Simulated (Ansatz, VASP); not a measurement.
# SiO2 in two plane-wave programs, part 2 of 2

Aim: how closely do two programs agree when they are given the same cell, functional and k mesh? The cell is taken from a series of runs on this material, whose earlier steps may have relaxed, scaled, displaced or heated it; both programs get it as it stands.

VASP 6.6.1 and Ansatz 0.2.0.

So far: The structure; Ansatz: G0W0 gap, LDA.

**3. VASP: G0W0 gap, LDA**

Level of this step: G0W0 on LDA; plane waves and PAW (Si_GW, O_GW) (VASP).

The same cell, functional (in two slightly different forms) and mesh now go to VASP, with its own data sets.

Lines of VASP's logs that name or quote its potential files are left out, and so is its time.

The run reads the wave functions of an earlier VASP run, which isn't shown here.

INCAR reads:

```
SYSTEM = SiO2
PREC = Accurate
ENCUT = 440
ISMEAR = 0
SIGMA = 0.01
LREAL = .FALSE.
GGA = CA
NBANDS = 336
ALGO = EVGW0
NELMGW = 1
ENCUTGW = 140
NOMEGA = 64
PRECFOCK = Fast
NBANDSGW = 24
LWAVE = .FALSE.
LCHARG = .FALSE.
```

POSCAR reads:

```
SiO2
1.0
   -2.3740500000      2.3740500000      3.7440000000
    2.3740500000     -2.3740500000      3.7440000000
    2.3740500000      2.3740500000     -3.7440000000
Si O
2 4
Direct
    0.0000000000      0.0000000000      0.0000000000
    0.7500000000      0.2500000000      0.5000000000
    0.9918310800      0.6250000000      0.8668310800
    0.3750000000      0.2418310800      0.3668310800
    0.7581689200      0.1250000000      0.1331689200
    0.8750000000      0.0081689200      0.6331689200
```

KPOINTS reads:

```
Automatic mesh
0
Gamma
4 4 4
0 0 0
```

PAW data sets: Si_GW and O_GW (LDA family, release 64).

Command:

```
> mpirun -np 8 vasp_std
```

Numbers of over 12 decimals in the logs are rounded to 6 here.

Output:

```text
[banner, memory and clock lines left out]
running    8 mpi-ranks, on    1 nodes
 distrk:  each k-point on    8 cores,    1 groups
 distr:  one band on    1 cores,    8 groups

 POSCAR found type information on POSCAR SiO
 POSCAR found :  2 types and       6 ions
|                                                                             |
|           W    W    AA    RRRRR   N    N  II  N    N   GGGG   !!!           |
|           W    W   A  A   R    R  NN   N  II  NN   N  G    G  !!!           |
|           W    W  A    A  R    R  N N  N  II  N N  N  G       !!!           |
|           W WW W  AAAAAA  RRRRR   N  N N  II  N  N N  G  GGG   !            |
|           WW  WW  A    A  R   R   N   NN  II  N   NN  G    G                |
|           W    W  A    A  R    R  N    N  II  N    N   GGGG   !!!           |
|                                                                             |
|     For optimal performance we recommend to set                             |
|       NCORE = 2 up to number-of-cores-per-socket                            |
|     NCORE specifies how many cores store one orbital (NPAR=cpu/NCORE).      |
|     This setting can greatly improve the performance of VASP for DFT.       |
|     The default, NCORE=1 might be grossly inefficient on modern             |
|     multi-core architectures or massively parallel machines. Do your        |
|     Unfortunately you need to use the default for GW and RPA                |
|     calculations (for HF NCORE is supported but not extensively tested      |
|     yet).                                                                   |
|                                                                             |

|                                                                             |
|           W    W    AA    RRRRR   N    N  II  N    N   GGGG   !!!           |
|           W    W   A  A   R    R  NN   N  II  NN   N  G    G  !!!           |
|           W    W  A    A  R    R  N N  N  II  N N  N  G       !!!           |
|           W WW W  AAAAAA  RRRRR   N  N N  II  N  N N  G  GGG   !            |
|           WW  WW  A    A  R   R   N   NN  II  N   NN  G    G                |
|           W    W  A    A  R    R  N    N  II  N    N   GGGG   !!!           |
|                                                                             |
|     The default for ENCUTGWSOFT is different in this version of VASP.       |
|     please manually set ENCUTGWSOFT =140 in the INCAR file.                 |
|                                                                             |

 LDA part: xc-table for (Slater(with rela. corr.)+CA(PZ))
 , standard interpolation
 found WAVECAR, reading the header
 POSCAR, INCAR and KPOINTS ok, starting setup
 FFT: planning ... GRIDC
 FFT: planning ... GRID_SOFT
 FFT: planning ... GRID
 reading WAVECAR
 the WAVECAR file was read successfully
 initial charge from wavefunction
 available memory per node:     27.09 GB, setting MAXMEM to     27740

 The Fermi energy was updated, please check that it is located mid-gap
 values below the HOMO (VB) or above the LUMO (CB) will cause erroneous energies
 E-fermi :   2.4266

 calculate exact exchange contribution
 the WAVEDER file was read successfully
energies w=
    0.000    0.000    0.532    0.000    1.063    0.000    1.592    0.000
    2.117    0.000    2.638    0.000    3.153    0.000    3.662    0.000
    4.165    0.000    4.662    0.000    5.151    0.000    5.634    0.000
    6.110    0.000    6.579    0.000    7.043    0.000    7.501    0.000
    7.955    0.000    8.404    0.000    8.850    0.000    9.294    0.000
    9.736    0.000   10.177    0.000   10.619    0.000   11.061    0.000
   11.507    0.000   11.955    0.000   12.409    0.000   12.868    0.000
   13.335    0.000   13.811    0.000   14.298    0.000   14.797    0.000
   15.311    0.000   15.841    0.000   16.390    0.000   16.961    0.000
   17.557    0.000   18.182    0.000   18.838    0.000   19.532    0.000
   20.268    0.000   21.052    0.000   21.892    0.000   22.795    0.000
   23.773    0.000   24.837    0.000   26.003    0.000   27.287    0.000
   28.713    0.000   30.308    0.000   32.107    0.000   34.155    0.000
   36.510    0.000   39.250    0.000   42.482    0.000   46.351    0.000
   51.067    0.000   56.944    0.000   64.463    0.000   74.417    0.000
   88.200    0.000  108.511    0.000  141.359    0.000  203.363    0.000
 responsefunction array rank=     336
 LDA part: xc-table for (Slater(with rela. corr.)+CA(PZ))
 , standard interpolation

 min. memory requirement per mpi rank    328.0 MB, per node   2623.7 MB

 allocating   8 responsefunctions rank=   336
 shmem allocating  64 responsefunctions rank=   336
 response function shared by NCSHMEM nodes    1
 Doing            8  frequencies on each core in blocks of           64
NQ=   1    0.0000    0.0000    0.0000,
|.........|.........|.........|.........|.........|.........|.........|.........
 performed        865000 updates of chi_q(r,r)
 total number of BLAS operations        721.98 Gflops
NQ=   2    0.2500    0.0000    0.0000,
|.........|.........|.........|.........|.........|.........|.........|.........
 performed       2423000 updates of chi_q(r,r)
 total number of BLAS operations       1974.90 Gflops
NQ=   3    0.5000    0.0000    0.0000,
|.........|.........|.........|.........|.........|.........|.........|.........
 performed       3707000 updates of chi_q(r,r)
 total number of BLAS operations       2949.61 Gflops
NQ=   4    0.2500    0.2500    0.0000,
|.........|.........|.........|.........|.........|.........|.........|.........
 performed       5136000 updates of chi_q(r,r)
 total number of BLAS operations       4120.66 Gflops
NQ=   5    0.5000    0.2500    0.0000,
|.........|.........|.........|.........|.........|.........|.........|.........
 performed       6823000 updates of chi_q(r,r)
 total number of BLAS operations       5460.23 Gflops
NQ=   6   -0.2500    0.2500    0.0000,
|.........|.........|.........|.........|.........|.........|.........|.........
 performed       8123000 updates of chi_q(r,r)
 total number of BLAS operations       6538.95 Gflops
NQ=   7    0.5000    0.5000    0.0000,
|.........|.........|.........|.........|.........|.........|.........|.........
 performed       9149000 updates of chi_q(r,r)
 total number of BLAS operations       7411.52 Gflops
NQ=   8    0.2500    0.2500    0.2500,
|.........|.........|.........|.........|.........|.........|.........|.........
 performed      10062000 updates of chi_q(r,r)
 total number of BLAS operations       8159.78 Gflops
NQ=   9   -0.2500    0.2500    0.2500,
|.........|.........|.........|.........|.........|.........|.........|.........
 performed      11362000 updates of chi_q(r,r)
 total number of BLAS operations       9192.10 Gflops
NQ=  10    0.5000    0.5000    0.2500,
|.........|.........|.........|.........|.........|.........|.........|.........
 performed      12662000 updates of chi_q(r,r)
 total number of BLAS operations      10191.91 Gflops
NQ=  11   -0.2500    0.5000    0.2500,
|.........|.........|.........|.........|.........|.........|.........|.........
 performed      14220000 updates of chi_q(r,r)
 total number of BLAS operations      11484.67 Gflops
NQ=  12   -0.2500   -0.2500    0.2500,
|.........|.........|.........|.........|.........|.........|.........|.........
 performed      15262000 updates of chi_q(r,r)
 total number of BLAS operations      12333.30 Gflops
NQ=  13    0.5000    0.5000    0.5000,
|.........|.........|.........|.........|.........|.........|.........|.........
 performed      16127000 updates of chi_q(r,r)
 total number of BLAS operations      13114.56 Gflops
 resolving degeneracies of screened two electron integrals

 calculate QP shifts <psi_nk| G(iteration)W_0 |psi_nk>: iteration 1
 entering main loop
```

From OUTCAR (step 3):

```text
ion  position               nearest neighbor table
   1  0.000  0.000  0.000-   3 1.61   5 1.61   4 1.61   6 1.61   2 3.02   2 3.02   2 3.02   2 3.02

  LATTYP: Found a body centered tetragonal cell.
 ALAT       =     4.7481000000
 C/A-ratio  =     1.5770518734

 Subroutine GETGRP returns: Found  8 space group operations
 (whereof  4 operations were pure point group operations)

The static configuration has the point symmetry S_4 .
 The point group associated with its full space group is D_2d.

 Found     13 irreducible k-points:

   k-points           NKPTS =     13   k-points in BZ     NKDIM =     64   number of bands    NBANDS=    336

   dimension x,y,z NGX =    36 NGY =   36 NGZ =   36
   dimension x,y,z NGXF=    72 NGYF=   72 NGZF=   72

   ENCUT  =  440.0 eV  32.34 Ry    5.69 a.u.   8.60  8.60  8.60*2*pi/ulx,y,z

   NELECT =      32.0000    total number of electrons

  energy-cutoff  :      440.00
  volume of cell :       84.41
      direct lattice vectors                 reciprocal lattice vectors
    -2.374050000  2.374050000  3.744000000     0.000000000  0.210610560  0.133547009
     2.374050000 -2.374050000  3.744000000     0.210610560  0.000000000  0.133547009
     2.374050000  2.374050000 -3.744000000     0.210610560  0.210610560  0.000000000

 k-points in reciprocal lattice and weights: Automatic mesh
   0.00000000  0.00000000  0.00000000       0.016
   0.25000000  0.00000000  0.00000000       0.125
   0.50000000  0.00000000  0.00000000       0.062
   0.25000000  0.25000000  0.00000000       0.125
   0.50000000  0.25000000  0.00000000       0.250
  -0.25000000  0.25000000  0.00000000       0.062
   0.50000000  0.50000000  0.00000000       0.031
   0.25000000  0.25000000  0.25000000       0.031
  -0.25000000  0.25000000  0.25000000       0.062
   0.50000000  0.50000000  0.25000000       0.062
  -0.25000000  0.50000000  0.25000000       0.125
  -0.25000000 -0.25000000  0.25000000       0.031
   0.50000000  0.50000000  0.50000000       0.016

 E-fermi :   2.4266

 QP shifts <psi_nk| G(iteration)W_0 |psi_nk>: iteration 1
 for sc-GW calculations column KS-energies equals QP-energies in previous step
 and V_xc(KS)=  KS-energies - (<T + V_ion + V_H > + <T+V_H+V_ion>^1  + <V_x>^1)
 k-point   1 :       0.0000    0.0000    0.0000
  band No.  KS-energies  QP-energies   sigma(KS)   V_xc(KS)     V^pw_x(r,r')   Z            occupation Imag(sigma)
    ...
     13      -1.9609      -3.7463     -21.2386     -19.0089     -24.8966       0.8007       2.0000       0.0562
     14      -1.4640      -3.3083     -21.0403     -18.7265     -24.7979       0.7971       2.0000       0.0569
     15      -0.5070      -2.2220     -21.5828     -19.4439     -25.2707       0.8019       2.0000       0.0522
     16      -0.5070      -2.2220     -21.5828     -19.4439     -25.2707       0.8019       2.0000       0.0522
     17       5.3603       6.8253      -8.6113     -10.3033      -5.5718       0.8659       0.0000      -0.0377
     18       7.9945       9.8058      -7.9642     -10.0660      -4.4073       0.8618       0.0000      -0.0486
     19      10.4999      12.6981      -9.4851     -12.0972      -5.3713       0.8416       0.0000      -0.0599
     20      10.4999      12.6981      -9.4851     -12.0972      -5.3713       0.8416       0.0000      -0.0599
    ...

 k-point   2 :       0.2500    0.0000    0.0000
  band No.  KS-energies  QP-energies   sigma(KS)   V_xc(KS)     V^pw_x(r,r')   Z            occupation Imag(sigma)
    ...
     13      -1.9387      -3.7615     -20.9512     -18.6696     -24.6307       0.7989       2.0000       0.0572
     14      -1.3631      -3.1635     -21.3159     -19.0624     -25.0515       0.7990       2.0000       0.0559
     15      -0.6259      -2.3436     -21.6260     -19.4816     -25.3250       0.8010       2.0000       0.0530
     16      -0.5971      -2.3268     -21.4501     -19.2935     -25.1306       0.8020       2.0000       0.0522
     17       6.2882       7.8697      -9.1181     -10.9478      -6.0695       0.8643       0.0000      -0.0402
     18       8.5720      10.4385      -8.3185     -10.4971      -4.7491       0.8567       0.0000      -0.0492
     19       9.4271      11.4761      -9.2644     -11.6772      -5.4991       0.8492       0.0000      -0.0533
     20      10.0488      12.1810      -9.8101     -12.3463      -6.0309       0.8407       0.0000      -0.0561
    ...

 k-point   3 :       0.5000    0.0000    0.0000
  band No.  KS-energies  QP-energies   sigma(KS)   V_xc(KS)     V^pw_x(r,r')   Z            occupation Imag(sigma)
    ...
     13      -1.8806      -3.7546     -20.6871     -18.3328     -24.4353       0.7960       2.0000       0.0586
     14      -1.2274      -2.9868     -21.5277     -19.3275     -25.2368       0.7996       2.0000       0.0553
     15      -0.8704      -2.5948     -21.6468     -19.4913     -25.3494       0.8000       2.0000       0.0542
     16      -0.6818      -2.4208     -21.3077     -19.1361     -24.9779       0.8008       2.0000       0.0523
     17       7.7909       9.6778     -10.0661     -12.2799      -6.5875       0.8524       0.0000      -0.0480
     18       8.4049      10.0787      -8.3784     -10.3247      -5.3195       0.8600       0.0000      -0.0437
     19       9.2481      11.0489      -8.0860     -10.1875      -4.6469       0.8569       0.0000      -0.0491
     20       9.5785      11.6836      -9.9984     -12.4967      -6.3824       0.8426       0.0000      -0.0527
    ...

 k-point   4 :       0.2500    0.2500    0.0000
  band No.  KS-energies  QP-energies   sigma(KS)   V_xc(KS)     V^pw_x(r,r')   Z            occupation Imag(sigma)
    ...
     13      -1.8470      -3.7014     -20.7395     -18.4159     -24.4263       0.7981       2.0000       0.0575
     14      -1.4979      -3.2963     -21.2946     -19.0432     -25.0111       0.7988       2.0000       0.0563
     15      -0.7841      -2.5233     -21.5017     -19.3285     -25.2056       0.8003       2.0000       0.0535
     16      -0.6491      -2.3711     -21.5890     -19.4401     -25.2879       0.8013       2.0000       0.0529
     17       7.4091       9.1334      -9.5228     -11.5354      -6.3529       0.8567       0.0000      -0.0434
     18       8.9423      10.7512      -8.0886     -10.1982      -4.5980       0.8575       0.0000      -0.0491
     19       9.2146      11.1866      -9.4041     -11.7269      -5.8984       0.8490       0.0000      -0.0504
     20       9.4021      11.4707      -9.7486     -12.1965      -6.1143       0.8451       0.0000      -0.0525
    ...

[... 4 further parts left out ...]
```

**4. Side by side**

Known differences besides the potentials themselves: the two LDA forms differ slightly; fixed occupations in Ansatz, narrow Gaussian smearing in VASP; the cutoff is 420 eV in Ansatz and 440 eV in VASP; VASP's log shows a relativistic correction to its local exchange, Ansatz's none; Ansatz integrates over frequency by contour deformation, VASP on a grid of NOMEGA points; Ansatz's G0W0 levels solve the quasiparticle equation, VASP's are linearised. Total energies have different zeros and are not compared.

Both answers:

```csv
quantity,Ansatz,VASP,difference
G0W0 gap on the mesh (eV),9.07,9.05,+0.02
Kohn-Sham gap under it (eV),5.87,5.87,0.00
```

**5. Results**

* difference in G0W0 gap on the mesh (G0W0 gap, LDA): 0.025 eV

The difference in G0W0 gap on the mesh is 0.025 eV (G0W0 gap, LDA). Such differences can come from data sets, numerical settings and the points named under the comparisons, not from the functional's error against experiment.

[Lines on the potential files, build, host, timing and source positions are cut from VASP's logs without a mark.]

[Logs are printed without paths, hosts, clocks, repeated set-up lines and the standing remarks that a program may print on its own settings, such as how far it seeks lower states.]

[Hosts, paths, dates, database ids (printed as entryN), source tags and the programs' standing remarks are cut or masked in the printed files.]
